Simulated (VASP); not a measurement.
# GaB4 (P-43m) in VASP: a series of runs, part 2 of 3

VASP 6.6.1. Earlier steps stand in the parts before.

## 3. Relaxation of cell and atoms, PBE (random cell by space group and Wyckoff sites (P-43m, No. 215))

File INCAR:

```
PREC = Accurate
ENCUT = 600
EDIFF = 1E-6
ISMEAR = 0
SIGMA = 0.1
LREAL = False
LASPH = True
NELM = 80
ALGO = Normal
ISIF = 3
LWAVE = False
LCHARG = False
GGA = PE
IBRION = 2
NSW = 100
EDIFFG = -0.01
```

File KPOINTS:

```
Automatic mesh
0
Gamma
  10 10 10
```

File POSCAR:

```
GaB4
1.0
    3.7314040805      0.0000000000      0.0000000000
    0.0000000000      3.7314040805      0.0000000000
    0.0000000000      0.0000000000      3.7314040805
Ga B
1 4
Direct
    0.5000000000      0.5000000000      0.5000000000
    0.8353186223      0.8353186223      0.8353186223
    0.1646813777      0.1646813777      0.8353186223
    0.1646813777      0.8353186223      0.1646813777
    0.8353186223      0.1646813777      0.1646813777
```

Potentials or basis: VASP PAW PBE potentials, release 64 (Ga_d, B).

Launch:

```console
> cat potpaw_PBE.64/Ga_d/POTCAR potpaw_PBE.64/B/POTCAR > POTCAR
> mpirun -np 1 vasp_std > vasp.out
```

OUTCAR:

```text
PREC = Accurate
   ENCUT = 600
   EDIFF = 1E-6
   ISMEAR = 0
   LREAL = False
   LASPH = True
   NELM = 80
   ISIF = 3
   GGA = PE
   IBRION = 2
   NSW = 100
   EDIFFG = -0.01

 ion  position               nearest neighbor table
   1  0.500  0.500  0.500-   2 2.17   3 2.17   4 2.17   5 2.17
   2  0.835  0.835  0.835-   3 1.74   4 1.74   5 1.74   1 2.17
   3  0.165  0.165  0.835-   2 1.74   4 1.74   5 1.74   1 2.17
   4  0.165  0.835  0.165-   2 1.74   3 1.74   5 1.74   1 2.17
   5  0.835  0.165  0.165-   2 1.74   3 1.74   4 1.74   1 2.17

  LATTYP: Found a simple cubic cell.
 ALAT       =     3.7314040805

  Lattice vectors:

 A1 = (   3.7314040805,   0.0000000000,   0.0000000000)
 A2 = (   0.0000000000,   3.7314040805,   0.0000000000)
 A3 = (   0.0000000000,   0.0000000000,   3.7314040805)

Analysis of symmetry for initial positions (statically):
=====================================================================
 Subroutine PRICEL returns:
 Original cell was already a primitive cell.

 Routine SETGRP: Setting up the symmetry group for a
 simple cubic supercell.

 Subroutine GETGRP returns: Found 24 space group operations
[... 230 lines left out ...]

 k-point     1 :       0.0000    0.0000    0.0000
  band No.  band energies     occupation
      1      -9.1547      2.00000
      2      -9.1547      2.00000
      3      -9.1547      2.00000
      4      -9.1484      2.00000
      5      -9.1484      2.00000
      6      -9.1133      2.00000
[... 433 lines left out ...]
      3      -9.1599      2.00000
      4      -9.1355      2.00000
      5      -9.1161      2.00000
      6      -8.4859      2.00000
[... 8 lines left out ...]
     15       6.6642      0.00000
     16       9.5099      0.00000

 [... further k-points ...]

------------------------ aborting loop because EDIFF is reached ----------------------------------------

  FORCE on cell =-STRESS in cart. coord.  units (eV):
  Direction    XX          YY          ZZ          XY          YZ          ZX
  --------------------------------------------------------------------------------------
  -------------------------------------------------------------------------------------
  Total       -0.0044340     -0.0044340     -0.0044340     -0.0000000     -0.0000000      0.0000000
  in kB       -0.1371992     -0.1371992     -0.1371992     -0.0000000     -0.0000000      0.0000000
  external PRESSURE =      -0.1371992 kB  Pullay stress =       0.0000000 kB

 VOLUME and BASIS-vectors are now :
 -----------------------------------------------------------------------------
  energy-cutoff  :      600.00
  volume of cell :       51.78
      direct lattice vectors                 reciprocal lattice vectors
     3.727212985 -0.000000000 -0.000000000     0.268296983  0.000000000 -0.000000000
    -0.000000000  3.727212985 -0.000000000     0.000000000  0.268296983 -0.000000000
     0.000000000  0.000000000  3.727212985     0.000000000  0.000000000  0.268296983

 POSITION                                       TOTAL-FORCE (eV/Angst)
 -----------------------------------------------------------------------------------
      1.86361      1.86361      1.86361         0.000000      0.000000      0.000000
      3.11271      3.11271      3.11271        -0.002310     -0.002310     -0.002310
      0.61451      0.61451      3.11271         0.002310      0.002310     -0.002310
      0.61451      3.11271      0.61451         0.002310     -0.002310      0.002310
      3.11271      0.61451      0.61451        -0.002310      0.002310      0.002310
 -----------------------------------------------------------------------------------
    total drift:                                0.000000      0.000000     -0.000000

  FREE ENERGIE OF THE ION-ELECTRON SYSTEM (eV)
  ---------------------------------------------------
  free  energy   TOTEN  =       -23.5828586073 eV

  energy  without entropy=      -23.5696853675  energy(sigma->0) =      -23.57627199

 reached required accuracy - stopping structural energy minimisation
```

CONTCAR:

```text
GaB4
   1.00000000000000
     3.7272129850080145   -0.0000000000000000   -0.0000000000000000
    -0.0000000000000000    3.7272129850080145   -0.0000000000000000
     0.0000000000000000    0.0000000000000000    3.7272129850080145
  Ga              B
     1     4
Direct
     0.5000000000000000    0.5000000000000000    0.5000000000000000
     0.8351299316917915    0.8351299316917915    0.8351299316917915
     0.1648700683082085    0.1648700683082085    0.8351299316917915
     0.1648700683082085    0.8351299316917915    0.1648700683082085
     0.8351299316917915    0.1648700683082085    0.1648700683082085

  0.00000000E+00  0.00000000E+00  0.00000000E+00
  0.00000000E+00  0.00000000E+00  0.00000000E+00
  0.00000000E+00  0.00000000E+00  0.00000000E+00
  0.00000000E+00  0.00000000E+00  0.00000000E+00
  0.00000000E+00  0.00000000E+00  0.00000000E+00
```

It took 39 s on 1 thread of AMD EPYC 9R45 (Zen 5), shared host; peak memory 0.17 GiB.

Results:

| Quantity | Value |
| --- | --- |
| Free energy | -23.5829 eV |
| Relaxed volume | 10.36 Å³/atom |
| Relaxed cell | a = 3.727 Å, b = 3.727 Å, c = 3.727 Å, α = 90.00°, β = 90.00°, γ = 90.00° |
| Space group after relaxing (to 0.05 Å) | P-43m (No. 215) |
| Energy gained by relaxing | 0.1 meV/atom |
| Ionic steps | 2 |
| Pressure after relaxing | 0.0 GPa |
| Largest force after relaxing | 0.004 eV/Å |
| Band gap on the k mesh | none (metal or under the smearing width) |

Forces in eV/Å, atoms in the order of the input:
```
Ga   0.000  0.000  0.000
B   -0.002 -0.002 -0.002
B    0.002  0.002 -0.002
B    0.002 -0.002  0.002
B   -0.002  0.002  0.002
```

Step by step:
```
step  energy change (eV)  largest force (eV/Å)  pressure (GPa)  volume (Å³)
   1              0.0000                0.0253           -0.36        51.95
   2             -0.0003                0.0040           -0.01        51.78
```

Final structure:
```
Ga B
1.0
     3.72721    0.00000    0.00000
     0.00000    3.72721    0.00000
     0.00000    0.00000    3.72721
Ga B
1 4
Direct
  0.50000 0.50000 0.50000
  0.83513 0.83513 0.83513
  0.16487 0.16487 0.83513
  0.16487 0.83513 0.16487
  0.83513 0.16487 0.16487
```

## 4. Single point, PBE (random cell by space group and Wyckoff sites (P-43m, No. 215))

File INCAR:

```
PREC     = Accurate       # precision mode
ENCUT    = 520            # plane-wave cutoff, eV
EDIFF    = 1E-6           # SCF threshold, eV
ISMEAR   = 0              # smearing method
SIGMA    = 0.1            # smearing width, eV
LREAL    = False          # projectors in reciprocal space
LASPH    = True           # aspherical terms in the spheres
NELM     = 100            # most SCF steps
ALGO     = Normal         # electronic algorithm
ISIF     = 2              # what is computed and relaxed
LWAVE    = False          # write WAVECAR
LCHARG   = False          # write CHGCAR
GGA      = PE             # functional
NBANDS   = 20             # bands
```

File KPOINTS:

```
Automatic mesh
0
Gamma
  6 6 6
```

POSCAR is that of step 3.

Potentials or basis: VASP PAW PBE potentials, release 64 (Ga_d, B).

Launch:

```console
> cat potpaw_PBE.64/Ga_d/POTCAR potpaw_PBE.64/B/POTCAR > POTCAR
> mpirun -np 1 vasp_std > vasp.out
```

OUTCAR:

```text
PREC = Accurate
   ENCUT = 520
   EDIFF = 1E-6
   ISMEAR = 0
   LREAL = False
   LASPH = True
   NELM = 100
   ISIF = 2
   GGA = PE

 ion  position               nearest neighbor table
   1  0.500  0.500  0.500-   2 2.17   3 2.17   4 2.17   5 2.17
   2  0.835  0.835  0.835-   3 1.74   4 1.74   5 1.74   1 2.17
   3  0.165  0.165  0.835-   2 1.74   4 1.74   5 1.74   1 2.17
   4  0.165  0.835  0.165-   2 1.74   3 1.74   5 1.74   1 2.17
   5  0.835  0.165  0.165-   2 1.74   3 1.74   4 1.74   1 2.17

  LATTYP: Found a simple cubic cell.
 ALAT       =     3.7314040805

  Lattice vectors:

 A1 = (   3.7314040805,   0.0000000000,   0.0000000000)
 A2 = (   0.0000000000,   3.7314040805,   0.0000000000)
 A3 = (   0.0000000000,   0.0000000000,   3.7314040805)

Analysis of symmetry for initial positions (statically):
=====================================================================
 Subroutine PRICEL returns:
 Original cell was already a primitive cell.

 Routine SETGRP: Setting up the symmetry group for a
 simple cubic supercell.

 Subroutine GETGRP returns: Found 24 space group operations
 (whereof 24 operations were pure point group operations)
 out of a pool of 48 trial point group operations.

The static configuration has the point symmetry T_d .

Analysis of symmetry for dynamics (positions and initial velocities):
=====================================================================
 Subroutine PRICEL returns:
 Original cell was already a primitive cell.

 Routine SETGRP: Setting up the symmetry group for a
 simple cubic supercell.

 Subroutine GETGRP returns: Found 24 space group operations
 (whereof 24 operations were pure point group operations)
 out of a pool of 48 trial point group operations.

[... 118 lines left out ...]
   IALGO  =     38    algorithm
   IMIX   =      4    mixing-type and parameters
     AMIX     =   0.40;   BMIX     =  1.00
     AMIX_MAG =   1.60;   BMIX_MAG =  1.00
  volume/ion in A,a.u.               =      10.39        70.12
  Fermi-wavevector in a.u.,A,eV,Ry     =   1.282870  2.424272 22.391852  1.645755
  Thomas-Fermi vector in A             =   2.415156
   LORBIT       =      0    0 simple, 1 ext, 2 COOP (PROOUT), +10 PAW based schemes
   GGA     = PE    functional components
   LHFCALC =     F    Hartree Fock is set to
   AEXX    =    0.0000 exact exchange contribution
   IVDW    =     0    specifies the selected vdW correction
   LEPSILON=     F    determine dielectric tensor
   LRPA    =     F    only Hartree local field effects (RPA)
 non-spin polarized calculation
 Gauss-broadening in eV      SIGMA  =   0.10
  energy-cutoff  :      520.00
  volume of cell :       51.95
 maximum number of plane-waves:      1414
 NGX is ok and might be reduce to    28
   NGX = 13   NGY = 13   NGZ = 13

 number of electron      24.9999994 magnetization

 Free energy of the ion-electron system (eV)
  ---------------------------------------------------
  ext. energy  EPLUGINS =         0.00000000
  ---------------------------------------------------
  free energy    TOTEN  =       -23.51126638 eV

  energy without entropy =      -23.49650427  energy(sigma->0) =      -23.50388533

 E-fermi :   4.6225     XC(G=0): -11.1864

 val. band max:        4.5920579913   @ k =   0.5000   0.3333   0.0000
 cond. band min:       4.6380374565   @ k =   0.5000   0.5000   0.0000
 fundamental gap:      0.0459794653
 Fermi energy:         4.6225030594

 k-point     1 :       0.0000    0.0000    0.0000
  band No.  band energies     occupation
      1      -9.1424      2.00000
      2      -9.1134      2.00000
      3      -9.1134      2.00000
      4      -9.1134      2.00000
      5      -9.1081      2.00000
      6      -9.1081      2.00000
[... 449 lines left out ...]
     19      14.2747      0.00000
     20      14.9717      0.00000

------------------------ aborting loop because EDIFF is reached ----------------------------------------

  FORCE on cell =-STRESS in cart. coord.  units (eV):
  Direction    XX          YY          ZZ          XY          YZ          ZX
  --------------------------------------------------------------------------------------
  -------------------------------------------------------------------------------------
  Total       -0.0438710     -0.0438710     -0.0438710     -0.0000000     -0.0000000     -0.0000000
  in kB       -1.3529176     -1.3529176     -1.3529176     -0.0000000     -0.0000000     -0.0000000
  external PRESSURE =      -1.3529176 kB  Pullay stress =       0.0000000 kB

 VOLUME and BASIS-vectors are now :
 -----------------------------------------------------------------------------
  energy-cutoff  :      520.00
  volume of cell :       51.95
      direct lattice vectors                 reciprocal lattice vectors
     3.731404080  0.000000000  0.000000000     0.267995633  0.000000000  0.000000000
     0.000000000  3.731404080  0.000000000     0.000000000  0.267995633  0.000000000
     0.000000000  0.000000000  3.731404080     0.000000000  0.000000000  0.267995633

 POSITION                                       TOTAL-FORCE (eV/Angst)
 -----------------------------------------------------------------------------------
      1.86570      1.86570      1.86570         0.000000      0.000000      0.000000
      3.11691      3.11691      3.11691        -0.017067     -0.017067     -0.017067
      0.61449      0.61449      3.11691         0.017067      0.017067     -0.017067
      0.61449      3.11691      0.61449         0.017067     -0.017067      0.017067
      3.11691      0.61449      0.61449        -0.017067      0.017067      0.017067
 -----------------------------------------------------------------------------------
    total drift:                                0.000000      0.000000     -0.000000

  FREE ENERGIE OF THE ION-ELECTRON SYSTEM (eV)
  ---------------------------------------------------
  free  energy   TOTEN  =       -23.5112663843 eV

  energy  without entropy=      -23.4965042699  energy(sigma->0) =      -23.50388533
```

OSZICAR:

```text
N       E                     dE             d eps       ncg     rms          rms(c)
DAV:   1     0.128860747075E+03    0.12886E+03   -0.11454E+04   816   0.165E+03
DAV:   2    -0.115522850290E+02   -0.14041E+03   -0.13518E+03   844   0.374E+02
DAV:   3    -0.246866253691E+02   -0.13134E+02   -0.12802E+02   992   0.838E+01
DAV:   4    -0.250109781989E+02   -0.32435E+00   -0.32000E+00  1000   0.123E+01
DAV:   5    -0.250154747694E+02   -0.44966E-02   -0.44953E-02   984   0.146E+00    0.574E+00
DAV:   6    -0.236009820511E+02    0.14145E+01   -0.43238E+00  1124   0.190E+01    0.281E+00
DAV:   7    -0.235281800266E+02    0.72802E-01   -0.48417E-01   916   0.449E+00    0.145E+00
DAV:   8    -0.235113114747E+02    0.16869E-01   -0.42358E-02  1008   0.140E+00    0.323E-01
DAV:   9    -0.235113023567E+02    0.91181E-05   -0.30952E-03  1156   0.721E-01    0.641E-02
DAV:  10    -0.235112722706E+02    0.30086E-04   -0.39257E-04   932   0.135E-01    0.173E-02
DAV:  11    -0.235112659690E+02    0.63016E-05   -0.22790E-05  1020   0.462E-02    0.539E-03
DAV:  12    -0.235112663843E+02   -0.41531E-06   -0.26702E-06   780   0.107E-02
   1 F= -.23511266E+02 E0= -.23503885E+02  d E =-.147621E-01
```

stdout:

```text
POSCAR found type information on POSCAR GaB
 POSCAR found :  2 types and       5 ions
 scaLAPACK will be used
 LDA part: xc-table for (Slater+PW92), standard interpolation
 POSCAR, INCAR and KPOINTS ok, starting setup
 FFT: planning ... GRIDC
 FFT: planning ... GRID_SOFT
 FFT: planning ... GRID
 WAVECAR not read
 entering main loop
```

Run time: 10 s. Hardware: 1 thread of AMD EPYC 9R45 (Zen 5), shared host; peak memory 0.13 GiB.

What came out:

- Free energy: -23.5113 eV
- Pressure: -0.1 GPa
- Largest force: 0.030 eV/Å
- Band gap on the k mesh: none (metal or under the smearing width)

Forces on the atoms (eV/Å):
```
Ga   0.000  0.000  0.000
B   -0.017 -0.017 -0.017
B    0.017  0.017 -0.017
B    0.017 -0.017  0.017
B   -0.017  0.017  0.017
```

## 5. Relaxation of cell and atoms, PBE (random cell by space group and Wyckoff sites (P-43m, No. 215))

File INCAR:

```
PREC = Accurate
ENCUT = 600
EDIFF = 1E-7
ISMEAR = 0
SIGMA = 0.1
LREAL = F
LASPH = T
NELM = 60
ALGO = Normal
ISIF = 3
LWAVE = F
LCHARG = F
GGA = PE
IBRION = 2
NSW = 90
EDIFFG = -0.04
```

File KPOINTS:

```
regular mesh
0
Gamma
  6 6 6
```

File POSCAR:

```
GaB4
1.0
    3.5085679100      0.0000000000      0.0000000000
    0.0000000000      3.5085679100      0.0000000000
    0.0000000000      0.0000000000      3.5085679100
Ga B
1 4
Direct
    0.5000000000      0.5000000000      0.5000000000
    0.8378571700      0.8378571700      0.8378571700
    0.1621428300      0.1621428300      0.8378571700
    0.1621428300      0.8378571700      0.1621428300
    0.8378571700      0.1621428300      0.1621428300
```

Launch:

```console
> cat potpaw_PBE.64/Ga_d/POTCAR potpaw_PBE.64/B/POTCAR > POTCAR
> mpirun -np 1 vasp_std > vasp.out
```

Run time: 51 s. Hardware: 1 thread of AMD EPYC 9R45 (Zen 5), shared host; peak memory 0.14 GiB.

The run converged. Its results:

```
Free energy                            : -23.5096 eV
Relaxed volume                         : 10.38 Å³/atom
Relaxed cell                           : a = 3.730 Å, b = 3.730 Å, c = 3.730 Å, α = 90.00°, β = 90.00°, γ = 90.00°
Space group after relaxing (to 0.05 Å) : P-43m (No. 215)
Energy gained by relaxing              : 183.9 meV/atom
Ionic steps                            : 8
Pressure after relaxing                : 0.0 GPa
Band gap on the k mesh                 : none (metal or under the smearing width)
```

Step by step:
```
step  energy change (eV)  largest force (eV/Å)  pressure (GPa)  volume (Å³)
   1              0.0000                2.5296           36.38        43.19
   2              0.0588                2.7937          -12.49        56.65
   3             -0.7573                1.2543            5.99        48.77
   4             -0.7582                1.2054            6.46        48.64
   5             -0.9152                0.1800           -1.66        52.46
   6             -0.9154                0.2167           -1.39        52.30
   7             -0.9178                0.1510            0.93        51.60
   8             -0.9195                0.0018           -0.01        51.88
```

Final structure:
```xyz
5
Lattice="3.7295 0.0000 0.0000 0.0000 3.7295 0.0000 0.0000 0.0000 3.7295" Properties=species:S:1:pos:R:3 pbc="T T T"
Ga    1.8648    1.8648    1.8648
B     3.1148    3.1148    3.1148
B     0.6148    0.6148    3.1148
B     0.6148    3.1148    0.6148
B     3.1148    0.6148    0.6148
```

Levels at points of the mesh, in eV from the Fermi level:
| k point | band 10 | band 11 | band 12 | band 13 | band 14 | band 15 | band 16 |
| --- | --- | --- | --- | --- | --- | --- | --- |
| (0.00, 0.00, 0.00) | -3.50 | -2.10 | -2.10 | 1.19 | 1.19 | 1.19 | 5.87 |
| (0.50, 0.00, 0.00) | -2.44 | -1.89 | -1.27 | -0.62 | -0.62 | 3.35 | 3.61 |
| (0.50, 0.50, 0.00) | -2.06 | -2.05 | 0.02 | 0.02 | 1.69 | 4.51 | 4.51 |
| (0.50, 0.50, 0.50) | -4.78 | -3.77 | -3.77 | -3.77 | 4.93 | 4.93 | 6.21 |

Caveat: the volume moved by over 15 % at a fixed basis, so the end points are rough.

(Continued in part 3 of 3.)
